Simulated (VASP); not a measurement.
Computed with revPBE GGA, VASP's PBE PAW potentials (set 64) (plane waves; VASP).

VASP ran on this input.

File KPOINTS:
```
Automatic mesh
0
Gamma
12 12 7
0 0 0
```

### INCAR
```
SYSTEM = Ti
PREC = Accurate; ENCUT = 400; LREAL = .False.
LASPH = .True.
EDIFF = 1E-6; NELM = 100; ALGO = Normal
LMAXMIX = 4
ISMEAR = 1; SIGMA = 0.1
GGA = RE
ISIF = 2
LWAVE = .False.; LCHARG = .False.
```

### POSCAR
```
Ti
1
    1.5188480000    -2.6014510000     0.0000000000
    1.5188480000     2.6014510000     0.0000000000
    0.0000000000     0.0000000000     4.6580380000
Ti
2
Direct
  0.3333330000   0.6666670000   0.2500000000
  0.6818020000   0.3484680000   0.7500000000
```

POTCAR, in this order: Ti_sv (PBE.64 set). Program: vasp_std.

Output of the run:

### OUTCAR
```
 ion  position               nearest neighbor table
   1  0.333  0.667  0.250-   2 2.89   2 2.89   2 2.90   2 2.90
   2  0.682  0.348  0.750-   1 2.89   1 2.89   1 2.90   1 2.90
  LATTYP: Found a base centered orthorhombic cell.
 ALAT       =     3.0376960000
 B/A-ratio  =     1.7127790273
 C/A-ratio  =     1.5334115066
 Subroutine PRICEL returns:
 Original cell was already a primitive cell.
 Subroutine GETGRP returns: Found  4 space group operations
The static configuration has the point symmetry C_1 .
 The point group associated with its full space group is C_2h.
The dynamic configuration has the point symmetry C_1 .
 Subroutine INISYM returns: Found  4 space group operations
 Subroutine IBZKPT returns following result:
 Found    296 irreducible k-points:

 Following reciprocal coordinates:
            Coordinates               Weight
  0.000000  0.000000  0.000000      1.000000
  0.083333  0.000000  0.000000      2.000000
  0.000000  0.083333  0.000000      2.000000
  0.166667  0.000000  0.000000      2.000000
  0.000000  0.166667  0.000000      2.000000
  0.250000 -0.000000  0.000000      2.000000
 -0.000000  0.250000  0.000000      2.000000
  0.333333 -0.000000  0.000000      2.000000
 -0.000000  0.333333  0.000000      2.000000
  0.416667  0.000000  0.000000      2.000000
  0.000000  0.416667  0.000000      2.000000
  0.500000 -0.000000  0.000000      1.000000
 -0.000000  0.500000  0.000000      1.000000
  0.083333  0.083333  0.000000      2.000000
  0.166667  0.083333  0.000000      2.000000
  0.083333  0.166667  0.000000      2.000000
  0.250000  0.083333  0.000000      2.000000
  0.083333  0.250000  0.000000      2.000000
  0.333333  0.083333  0.000000      2.000000
  0.083333  0.333333  0.000000      2.000000
  0.416667  0.083333  0.000000      2.000000
...
```

File OSZICAR:
```
       N       E                     dE             d eps       ncg     rms          rms(c)
DAV:   1     0.227276543153E+03    0.22728E+03   -0.11951E+04  9480   0.158E+03
DAV:   2     0.101388600137E+02   -0.21714E+03   -0.21596E+03  9880   0.453E+02
DAV:   3    -0.160501639847E+02   -0.26189E+02   -0.25993E+02 18624   0.129E+02
DAV:   4    -0.171462891836E+02   -0.10961E+01   -0.10960E+01  9784   0.271E+01
DAV:   5    -0.172067733571E+02   -0.60484E-01   -0.60482E-01 15880   0.443E+00    0.112E+01
DAV:   6    -0.149958465291E+02    0.22109E+01   -0.87997E+00 11336   0.336E+01    0.271E+00
DAV:   7    -0.149858351125E+02    0.10011E-01   -0.74924E-01 14248   0.723E+00    0.198E+00
DAV:   8    -0.150069890610E+02   -0.21154E-01   -0.19447E-01 11240   0.585E+00    0.665E-01
DAV:   9    -0.149979641537E+02    0.90249E-02   -0.52494E-02 11720   0.252E+00    0.426E-02
DAV:  10    -0.149980906994E+02   -0.12655E-03   -0.16517E-03 15144   0.323E-01    0.640E-02
DAV:  11    -0.149981458534E+02   -0.55154E-04   -0.11636E-04 10928   0.988E-02    0.174E-02
DAV:  12    -0.149981357551E+02    0.10098E-04   -0.32765E-05 14040   0.355E-02    0.382E-03
DAV:  13    -0.149981364754E+02   -0.72034E-06   -0.70341E-07  7064   0.104E-02
   1 F= -.14998136E+02 E0= -.14998451E+02  d E =0.942476E-03
```

File OUTCAR:
```
------------------------ aborting loop because EDIFF is reached ----------------------------------------
  FORCE on cell =-STRESS in cart. coord.  units (eV):
  Direction    XX          YY          ZZ          XY          YZ          ZX
  --------------------------------------------------------------------------------------
  Total       -1.3755402     -1.0851446     -0.5946593     -0.1291196      0.0000000      0.0000000
  in kB      -59.8716013    -47.2318758    -25.8830715     -5.6200430      0.0000000      0.0000000
  external PRESSURE =     -44.3288495 kB  Pullay stress =       0.0000000 kB
  volume of cell :       36.81
      direct lattice vectors                 reciprocal lattice vectors
     1.518848000 -2.601451000  0.000000000     0.329196865 -0.192200430  0.000000000
     1.518848000  2.601451000  0.000000000     0.329196865  0.192200430  0.000000000
     0.000000000  0.000000000  4.658038000     0.000000000  0.000000000  0.214682663
 POSITION                                       TOTAL-FORCE (eV/Angst)
 -----------------------------------------------------------------------------------
      1.51885      0.86715      1.16451         0.074818      0.031447      0.000000
      1.56482     -0.86715      3.49353        -0.074818     -0.031447      0.000000
 -----------------------------------------------------------------------------------
    total drift:                                0.000005     -0.000031     -0.000000
  FREE ENERGIE OF THE ION-ELECTRON SYSTEM (eV)
  ---------------------------------------------------
  free  energy   TOTEN  =       -14.9981364754 eV

  energy  without entropy=      -14.9990789512  energy(sigma->0) =      -14.99845063
```
(Selected blocks of OUTCAR.)

### OUTCAR
```
 val. band max:        7.8434559927   @ k =   0.3333   0.2500   0.2857

 cond. band min:       7.8458827557   @ k =  -0.1667   0.0833   0.0000


 Fermi energy:         7.8450639679

 k-point     1 :       0.0000    0.0000    0.0000
  band No.  band energies     occupation
      1     -49.2423      2.00000
      2     -49.1232      2.00000
      3     -25.7425      2.00000
      4     -25.2149      2.00000
      5     -25.2000      2.00000
      6     -25.1277      2.00000
      7     -25.1174      2.00000
      8     -25.1053      2.00000
      9       1.7726      2.00000
     10       5.3035      2.00000
     11       8.4756     -0.00000
     12       8.6078     -0.00000
     13       8.6705     -0.00000
     14       8.7903     -0.00000
     15       9.0015     -0.00000
     16       9.1022     -0.00000

 k-point     2 :       0.0833    0.0000    0.0000
  band No.  band energies     occupation
      1     -49.2372      2.00000
      2     -49.1218      2.00000
      3     -25.7297      2.00000
      4     -25.2375      2.00000
      5     -25.2084      2.00000
      6     -25.1357      2.00000
      7     -25.1343      2.00000
      8     -25.1137      2.00000
      9       1.9522      2.00000
     10       5.4401      2.00000
     11       8.2230     -0.00000
     12       8.3193     -0.00000
     13       8.7140     -0.00000
     14       8.8813     -0.00000
     15       9.0643     -0.00000
     16       9.0742     -0.00000

 k-point     3 :       0.0000    0.0833    0.0000
  band No.  band energies     occupation
      1     -49.2373      2.00000
      2     -49.1217      2.00000
      3     -25.7305      2.00000
      4     -25.2302      2.00000
      5     -25.2157      2.00000
      6     -25.1409      2.00000
      7     -25.1335      2.00000
      8     -25.1084      2.00000
      9       1.9519      2.00000
     10       5.4368      2.00000
     11       8.2489     -0.00000
     12       8.2961     -0.00000
     13       8.6825     -0.00000
...
```

The compound is Ti in the hcp structure. The cell was not relaxed at this level, atoms are displaced from their ideal sites. The run is one of a series of settings (GGA = RE against the base run), some of them coarse on purpose.
